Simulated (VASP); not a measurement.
```yaml
crystal:
  lattice:
    - [1.89096, -3.27525, 0.00000]
    - [1.89096, 3.27525, 0.00000]
    - [0.00000, 0.00000, 4.97266]
  atoms:
    - { symbol: Pt, position: [0.00000, 0.00000, 0.00000] }
    - { symbol: Se, position: [0.33333, 0.66667, 0.26032] }
    - { symbol: Se, position: [0.66667, 0.33333, 0.73968] }
```

Computed with optB86b-vdW, VASP's PBE PAW potentials (set 64) (plane waves; VASP). Settings: 520 eV cut-off, 10×10×7 Γ-centred mesh, tetrahedra with Blöchl corrections, potentials Pt Se.

Unless said otherwise, spin-orbit coupling is left out, though it shifts the bands of the heavy elements here.

### Question
Predict the energy per atom (σ→0), band gap (on the k-mesh) with the smallest direct gap where there is one.

### Answer

| Quantity | Value |
|---|---|
| band gap (on the k-mesh) | none (metal, semimetal or under 0.01 eV) |
| energy per atom (σ→0) | -285.5 kJ/mol-atom |

Total energies compare only between runs with the same potentials, cut-off and functional.

The compound is PtSe2 in the 1T layered structure. It was relaxed first.
